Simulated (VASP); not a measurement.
These are r2SCAN meta-GGA, VASP's PBE PAW potentials (set 64) (plane waves; VASP) values and carry that method's errors.

Input for VASP

File POSCAR:
```
Hf
1
    1.5220976679    -2.6363504444    -0.0000000000
    1.5220976679     2.6363504444     0.0000000000
    0.0000000000     0.0000000000     4.8178948312
Hf
2
Direct
  0.3333330000   0.6666670000   0.2500000000
  0.6666670000   0.3333330000   0.7500000000
```

### KPOINTS
```
Automatic
0
G
14 14 8
0 0 0
```

### INCAR
```
EDIFFG=-0.02   ! ionic stop
EDIFF=1E-6
ENCUT=500   ! plane-wave cut-off (eV)
SIGMA=0.1
PSTRESS=200
ISIF=3   ! ions, shape and volume
LMIXTAU=T
NSW=40   ! most ionic steps
IBRION=2
METAGGA=R2SCAN
ALGO=Normal
PREC=Accurate
LREAL=F   ! projection in real space or not
LWAVE=F
ISMEAR=1
LCHARG=F
LMAXMIX=6
LASPH=T
SYSTEM=Hf
NELM=100   ! most electronic steps
```

POTCAR, in this order: Hf_pv (PBE.64 set). Program: vasp_std.

Output

File OUTCAR:
```
 ion  position               nearest neighbor table
   1  0.333  0.667  0.250-   2 2.98   2 2.98   2 2.98   2 2.98   2 2.98   2 2.98
   2  0.667  0.333  0.750-   1 2.98   1 2.98   1 2.98   1 2.98   1 2.98   1 2.98
  LATTYP: Found a hexagonal cell.
 ALAT       =     3.0441952921
 C/A-ratio  =     1.5826497215
 Subroutine PRICEL returns:
 Original cell was already a primitive cell.
 Subroutine GETGRP returns: Found 24 space group operations
The static configuration has the point symmetry D_3d.
 The point group associated with its full space group is D_6h.
The dynamic configuration has the point symmetry D_3d.
 Subroutine INISYM returns: Found 24 space group operations
 Subroutine IBZKPT returns following result:
 Found    120 irreducible k-points:

 Following reciprocal coordinates:
            Coordinates               Weight
  0.000000  0.000000  0.000000      1.000000
  0.071429  0.000000  0.000000      6.000000
  0.142857  0.000000  0.000000      6.000000
  0.214286  0.000000  0.000000      6.000000
  0.285714  0.000000  0.000000      6.000000
  0.357143  0.000000  0.000000      6.000000
  0.428571  0.000000  0.000000      6.000000
...
```

OSZICAR:
```
       N       E                     dE             d eps       ncg     rms          rms(c)
DAV:   1    -0.234671550662E+02   -0.23467E+02   -0.12175E+04  3376   0.140E+03
DAV:   2    -0.934627144825E+02   -0.69996E+02   -0.68737E+02  4248   0.283E+02
DAV:   3    -0.954207888383E+02   -0.19581E+01   -0.19420E+01  4510   0.321E+01
DAV:   4    -0.954365417413E+02   -0.15753E-01   -0.15750E-01  3888   0.357E+00
DAV:   5    -0.954367612365E+02   -0.21950E-03   -0.21948E-03  4504   0.337E-01    0.793E+01
DAV:   6    -0.904034137976E+02    0.50333E+01   -0.71253E-01  3408   0.880E+00    0.455E+01
DAV:   7    -0.881187299158E+02    0.22847E+01   -0.17375E+00  3612   0.117E+01    0.640E+00
DAV:   8    -0.908854675915E+02   -0.27667E+01   -0.13534E+00  3552   0.996E+00    0.119E+01
DAV:   9    -0.900113993019E+02    0.87407E+00   -0.21205E-01  3384   0.614E+00    0.397E+00
DAV:  10    -0.902236115712E+02   -0.21221E+00   -0.11253E-01  3438   0.454E+00    0.375E+00
DAV:  11    -0.899764666666E+02    0.24714E+00   -0.16044E-01  3390   0.504E+00    0.802E-01
DAV:  12    -0.899786929456E+02   -0.22263E-02   -0.12347E-02  3990   0.120E+00    0.782E-01
DAV:  13    -0.899807320476E+02   -0.20391E-02   -0.17036E-03  3762   0.413E-01    0.974E-01
DAV:  14    -0.899805945681E+02    0.13748E-03   -0.20922E-04  4242   0.166E-01    0.345E-01
DAV:  15    -0.899800326892E+02    0.56188E-03   -0.30303E-04  3516   0.145E-01    0.222E-01
DAV:  16    -0.899800327883E+02   -0.99164E-07   -0.46753E-05  4122   0.702E-02    0.883E-02
DAV:  17    -0.899800707292E+02   -0.37941E-04   -0.45545E-05  3558   0.524E-02    0.973E-02
DAV:  18    -0.899800421675E+02    0.28562E-04   -0.60540E-06  3846   0.193E-02    0.424E-02
DAV:  19    -0.899800383245E+02    0.38430E-05   -0.51834E-06  3510   0.292E-02    0.393E-02
DAV:  20    -0.899800387552E+02   -0.43074E-06   -0.12770E-07  1956   0.382E-03
   1 F= -.85153316E+02 E0= -.85153705E+02  d E =-.851533E+02
```

OUTCAR:
```
------------------------ aborting loop because EDIFF is reached ----------------------------------------
  FORCE on cell =-STRESS in cart. coord.  units (eV):
  Direction    XX          YY          ZZ          XY          YZ          ZX
  --------------------------------------------------------------------------------------
  Total        4.8344079      4.8344077      4.8183767     -0.0000000      0.0000000      0.0000000
  in kB      200.3184269    200.3184192    199.6541604     -0.0000000      0.0000000      0.0000000
  external PRESSURE =       0.0970022 kB  Pullay stress =     200.0000000 kB
  volume of cell :       38.67
      direct lattice vectors                 reciprocal lattice vectors
     1.522097668 -2.636350444  0.000000000     0.328494032 -0.189656121  0.000000000
     1.522097668  2.636350444  0.000000000     0.328494032  0.189656121  0.000000000
     0.000000000  0.000000000  4.817894831     0.000000000  0.000000000  0.207559533
 POSITION                                       TOTAL-FORCE (eV/Angst)
 -----------------------------------------------------------------------------------
      1.52210      0.87879      1.20447        -0.000000      0.000000      0.000000
      1.52210     -0.87879      3.61342         0.000000     -0.000000      0.000000
 -----------------------------------------------------------------------------------
    total drift:                                0.000002      0.000163     -0.000014
  FREE ENERGIE OF THE ION-ELECTRON SYSTEM (eV)
  ---------------------------------------------------
  free  energy   TOTEN  =       -89.9800387552 eV

  energy  without entropy=      -89.9812081412  energy(sigma->0) =      -89.98042855
  enthalpy is  TOTEN    =       -85.1533156570 eV   P V=        4.8267230982

 reached required accuracy - stopping structural energy minimisation
```
(Selected blocks of OUTCAR.)

The compound is Hf in the hcp structure. It was relaxed first under an external pressure of 20 GPa.
